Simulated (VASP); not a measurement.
Set up this calculation in VASP 6.6.1, as the native input.

```
Task                   : work function
Functional             : PBEsol
Potentials or basis    : VASP PAW PBE potentials, release 64 (Te, Ti_sv)
Cutoff                 : 520 eV
k mesh                 : 10 × 10 × 1
Occupations            : methfessel-paxton, width 0.1 eV
Spin                   : no spin polarisation
Dipole correction      : yes
Further INCAR settings : ALGO = Normal; EDIFF = 1e-06
```

The structure of TiTe2 lies in POSCAR:

```
TiTe2                                   
1.0
    3.7770000000      0.0000000000      0.0000000000
   -1.8885000000      3.2709779500      0.0000000000
    0.0000000000      0.0000000000     25.9133488000
  Te              Ti            
     4     2
Direct
     0.3333333332999970    0.6666666667000030    0.3108344155518992
     0.6666666667000030    0.3333333332999970    0.4418245483520908
     0.3333333332999970    0.6666666667000030    0.5581754516479093
     0.6666666667000030    0.3333333332999970    0.6891655844481008
     0.0000000000000000    0.0000000000000000    0.3767706656962329
     0.0000000000000000    0.0000000000000000    0.6232293343037670
```

These files were run (other wordings do the same):

INCAR

```
ALGO = Normal
DIPOL = 0.5 0.5 0.500
EDIFF = 1E-6
ENCUT = 520
GGA = PS
IDIPOL = 3
ISIF = 2
ISMEAR = 1
KPAR = 8
LASPH = True
LCHARG = True
LDIPOL = True
LREAL = False
LVACPOTAV = True
LVHAR = True
LWAVE = False
NELM = 100
PREC = Accurate
SIGMA = 0.1
```

KPOINTS

```
k-points
0
Gamma
  10 10 1
```

Potentials or basis: VASP PAW PBE potentials, release 64 (Te, Ti_sv).

Launch:

```sh
$ cat potpaw_PBE.64/Te/POTCAR potpaw_PBE.64/Ti_sv/POTCAR > POTCAR
$ mpirun -np 8 vasp_std > vasp.out
```

Results of the run:

```json
{
  "Largest force": "0.008 eV/Å",
  "Band gap on the k mesh": "none (metal or under the smearing width)",
  "Work function of the upper face": "5.01 eV",
  "Work function of the lower face": "5.01 eV"
}
```

Caveat: the PAW data sets were made with another functional, which shifts forces and pressure a little.

It took 50 s on 8 MPI ranks on Intel(R) Xeon(R) 6975P-C (Granite Rapids) (shared host), peak memory 0.49 GiB a rank.
